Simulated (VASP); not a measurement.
Consider the following.

```
CELL_PARAMETERS angstrom
      0.00000     2.91481     2.91481
      2.91481     0.00000     2.91481
      2.91481     2.91481     0.00000
ATOMIC_POSITIONS crystal
  K  0.00000 0.00000 0.00000
  I  0.50000 0.50000 0.50000
```

These are PBE GGA, VASP's PBE PAW potentials (set 64) (plane waves; VASP 6.6.1) values and carry that method's errors. Numerical set-up: 480 eV cut-off, 6×6×6 Γ-centred mesh, Gaussian smearing of 0.050 eV, potentials K_sv I.

Unless said otherwise, spin-orbit coupling is left out, though it shifts the bands of the heavy elements here.

Predict the energy per atom (σ→0), pressure, band gap (on the k-mesh) with the smallest direct gap where there is one.

```json
{
  "band gap (on the k-mesh)": "2.99 eV",
  "smallest direct gap (on the k-mesh)": "3.72 eV",
  "energy per atom (σ→0)": "-1.667 eV/atom",
  "pressure": "29.98 GPa"
}
```

The absolute energy has meaning only against runs of the same code, potentials and settings.

The compound is KI in the rock salt structure. It was relaxed first under an external pressure of 30 GPa.
